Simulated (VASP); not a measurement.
Calculation: PBE GGA, VASP's PBE PAW potentials (set 64) (plane waves; VASP). Each cell was relaxed at this level, without spin-orbit coupling.

Problem. Which of these comes out without a gap?
(A) MgH2, P4_2/mnm (136)
(B) ZrB2, P6/mmm (191)
(C) K2S, Fm-3m (225)
(D) GaP, F-43m (216)

Solution. B, ZrB2, P6/mmm (191). The others have gaps of 1.59 eV (GaP, F-43m (216)), 2.32 eV (K2S, Fm-3m (225)), 3.73 eV (MgH2, P4_2/mnm (136)).
